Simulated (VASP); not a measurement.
Output of a VASP run:

### OSZICAR
```
...
DAV:   4    -0.205699977212E+02   -0.11637E+00   -0.40079E+00  2222   0.170E+01    0.409E+00
DAV:   5    -0.204698039452E+02    0.10019E+00   -0.18865E-01  2410   0.757E+00    0.282E+00
DAV:   6    -0.204380849977E+02    0.31719E-01   -0.78904E-02  2004   0.183E+00    0.109E+00
DAV:   7    -0.204375340666E+02    0.55093E-03   -0.95557E-03  2334   0.179E+00    0.501E-01
DAV:   8    -0.204374015729E+02    0.13249E-03   -0.94868E-04  2103   0.505E-01    0.784E-02
DAV:   9    -0.204373576122E+02    0.43961E-04   -0.14948E-04  2732   0.181E-01    0.525E-02
DAV:  10    -0.204373553699E+02    0.22424E-05   -0.15925E-05  2650   0.392E-02    0.920E-03
DAV:  11    -0.204373548208E+02    0.54906E-06   -0.56001E-07   978   0.142E-02
   2 F= -.10645265E+02 E0= -.10645596E+02  d E =0.398580E+00
       N       E                     dE             d eps       ncg     rms          rms(c)
DAV:   1    -0.257981995306E+02   -0.53608E+01   -0.49027E+01  1956   0.130E+02    0.170E+01
DAV:   2    -0.268438328081E+02   -0.10456E+01   -0.61076E+01  2050   0.160E+02    0.171E+01
DAV:   3    -0.221211999062E+02    0.47226E+01   -0.21702E+01  2001   0.886E+01    0.521E+00
DAV:   4    -0.220207278465E+02    0.10047E+00   -0.80773E-01  2016   0.113E+01    0.327E+00
DAV:   5    -0.219248599096E+02    0.95868E-01   -0.10470E-01  2553   0.575E+00    0.926E-01
DAV:   6    -0.219203026937E+02    0.45572E-02   -0.16225E-02  2466   0.108E+00    0.221E-01
DAV:   7    -0.219203724649E+02   -0.69771E-04   -0.53686E-04  1935   0.227E-01    0.234E-01
DAV:   8    -0.219204241399E+02   -0.51675E-04   -0.25729E-04  2205   0.259E-01    0.377E-01
DAV:   9    -0.219206461010E+02   -0.22196E-03   -0.25332E-03  2106   0.659E-01    0.391E-01
DAV:  10    -0.219204142364E+02    0.23186E-03   -0.33178E-04  2036   0.257E-01    0.194E-01
DAV:  11    -0.219203703771E+02    0.43859E-04   -0.90136E-05  2066   0.108E-01    0.638E-02
DAV:  12    -0.219203669798E+02    0.33974E-05   -0.69519E-06  2028   0.396E-02    0.224E-02
DAV:  13    -0.219203666046E+02    0.37517E-06   -0.36563E-06  1571   0.299E-02
   3 F= -.11122395E+02 E0= -.11122728E+02  d E =-.785495E-01
       N       E                     dE             d eps       ncg     rms          rms(c)
DAV:   1    -0.219100749359E+02    0.10292E-01   -0.51409E-03  1968   0.127E+00    0.190E-01
DAV:   2    -0.219104004760E+02   -0.32554E-03   -0.76153E-03  1998   0.181E+00    0.211E-01
DAV:   3    -0.219096502263E+02    0.75025E-03   -0.29320E-03  2001   0.116E+00    0.329E-02
DAV:   4    -0.219096402158E+02    0.10010E-04   -0.10089E-04  1877   0.651E-02    0.132E-02
DAV:   5    -0.219096370571E+02    0.31588E-05   -0.62788E-06  2105   0.466E-02    0.512E-03
DAV:   6    -0.219096366982E+02    0.35890E-06   -0.74093E-07   933   0.800E-03
   4 F= -.11122469E+02 E0= -.11122794E+02  d E =-.786239E-01
       N       E                     dE             d eps       ncg     rms          rms(c)
DAV:   1    -0.219010592873E+02    0.85778E-02   -0.34888E-03  1971   0.105E+00    0.159E-01
DAV:   2    -0.219012801203E+02   -0.22083E-03   -0.52033E-03  1995   0.150E+00    0.174E-01
DAV:   3    -0.219007688357E+02    0.51128E-03   -0.20012E-03  1998   0.956E-01    0.285E-02
DAV:   4    -0.219007619000E+02    0.69357E-05   -0.72168E-05  1880   0.550E-02    0.108E-02
DAV:   5    -0.219007595813E+02    0.23188E-05   -0.46445E-06  1863   0.398E-02    0.396E-03
DAV:   6    -0.219007592985E+02    0.28275E-06   -0.71290E-07   951   0.738E-03
   5 F= -.11122458E+02 E0= -.11122775E+02  d E =-.786130E-01
```

**OUTCAR**
```
------------------------ aborting loop because EDIFF is reached ----------------------------------------
  FORCE on cell =-STRESS in cart. coord.  units (eV):
  Direction    XX          YY          ZZ          XY          YZ          ZX
  --------------------------------------------------------------------------------------
  Total       10.8523804     10.8523815     10.7669035      0.0000000      0.0000000      0.0000000
  in kB      302.0619050    302.0619371    299.6827679      0.0000000      0.0000000      0.0000000
  external PRESSURE =       1.2688700 kB  Pullay stress =     300.0000000 kB
  volume of cell :       57.56
      direct lattice vectors                 reciprocal lattice vectors
     1.857565890 -3.217398670 -0.000000000     0.269169456 -0.155405050  0.000000000
     1.857565890  3.217398670 -0.000000000     0.269169456  0.155405050 -0.000000000
     0.000000000  0.000000000  4.815712272     0.000000000 -0.000000000  0.207653602
 POSITION                                       TOTAL-FORCE (eV/Angst)
 -----------------------------------------------------------------------------------
      0.00000      0.00000      2.40786        -0.000000     -0.000000      0.000000
      0.00000      0.00000      0.00000         0.000000     -0.000000      0.000000
      1.85757      1.07247      1.20393         0.000000     -0.000000      0.000000
      1.85757     -1.07247      3.61178        -0.000000      0.000000     -0.000000
 -----------------------------------------------------------------------------------
    total drift:                                0.000000      0.000000      0.000000
  FREE ENERGIE OF THE ION-ELECTRON SYSTEM (eV)
  ---------------------------------------------------
  free  energy   TOTEN  =       -21.9007592985 eV

  energy  without entropy=      -21.9017094178  energy(sigma->0) =      -21.90107600
  enthalpy is  TOTEN    =       -11.1224583799 eV   P V=       10.7783009187

 reached required accuracy - stopping structural energy minimisation
```
(Selected blocks of OUTCAR.)

POSCAR:
```
NiSb
1
    1.8834396582    -3.2622133448     0.0000000000
    1.8834396582     3.2622133448     0.0000000000
    0.0000000000     0.0000000000     4.8835408705
Ni Sb
2 2
Direct
  0.0000000000   0.0000000000   0.5000000000
  0.0000000000   0.0000000000   0.0000000000
  0.3333330000   0.6666670000   0.2500000000
  0.6666670000   0.3333330000   0.7500000000
```

Q: Write an INCAR and KPOINTS that could have produced this output.

A: This is not unique; one that fits is the input of the run itself, PBEsol GGA, plane waves, VASP's PBE PAW potentials (set 64).

File KPOINTS:
```
Automatic mesh
0
Gamma
9 9 6
0 0 0
```

**INCAR**
```
! general
SYSTEM   =  NiSb
PREC     =  Accurate
ENCUT    =  500
LREAL    =  F
LASPH    =  T

! electronic loop
EDIFF    =  1E-6
NELM     =  100
ALGO     =  Normal
LMAXMIX  =  4

! smearing
ISMEAR   =  1
SIGMA    =  0.1

! functional
GGA      =  PS

! ions
IBRION   =  2
NSW      =  40
ISIF     =  3
EDIFFG   =  -0.02
PSTRESS  =  300

! output
LWAVE    =  F
LCHARG   =  F
```

POTCAR, in this order: Ni Sb (PBE.64 set). Program: vasp_std.

Energy and stress use the plane-wave basis of the starting cell.

The compound is NiSb in the NiAs type structure. This run relaxes it under an external pressure of 30 GPa. Symmetry was kept, so distortions that lower it aren't found. The run is not spin-polarised, so no magnetic state was tried.
